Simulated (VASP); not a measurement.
VASP input:

File KPOINTS:
```
Automatic
0
G
 14 14 14
```

**POSCAR**
```
Nb
1
   -1.6332446314     1.6332446314     1.6332446314
    1.6332446314    -1.6332446314     1.6332446314
    1.6332446314     1.6332446314    -1.6332446314
Nb
1
Direct
  0.0000000000   0.0000000000   0.0000000000
```

INCAR:
```
! general
SYSTEM   =  Nb
PREC     =  Accurate
ENCUT    =  480
LREAL    =  F
LASPH    =  T

! electronic loop
EDIFF    =  1E-7
NELM     =  100
ALGO     =  Normal
LMAXMIX  =  4

! smearing
ISMEAR   =  1
SIGMA    =  0.1

! functional
GGA      =  PS

! ions
ISIF     =  2

! output
LWAVE    =  F
LCHARG   =  F
```

POTCAR, in this order: Nb_sv (PBE.64 set). Program: vasp_std.

Q: Write an equivalent input for Ansatz.

A: One equivalent input (not run):
Ansatz 0.2 input:
```yaml
crystal:
  lattice:
    - [-1.6332446, 1.6332446, 1.6332446]
    - [1.6332446, -1.6332446, 1.6332446]
    - [1.6332446, 1.6332446, -1.6332446]
  atoms:
    - { symbol: Nb, position: [0.0000000, 0.0000000, 0.0000000] }
kpoints:
  mp_grid: { grid: [14, 14, 14] }
hamiltonian:
  xc: pbesol
  pseudopotentials: { kind: paw }
scf:
  occupations: { method: methfessel_paxton, width: 0.1 }
  max_iter: 100
output: { forces: true, stress: true, eigenvalues: true }
```
The two are equivalent in intent, not identical: each code has its own PAW files, so the cut-off isn't converted (ENCUT is set for VASP's; basis.ecutwfc is left out, and Ansatz then takes the one that its files recommend); Ansatz stops its SCF on the density residual and VASP on the energy change (EDIFF).

The compound is Nb in the bcc structure. It was relaxed first.
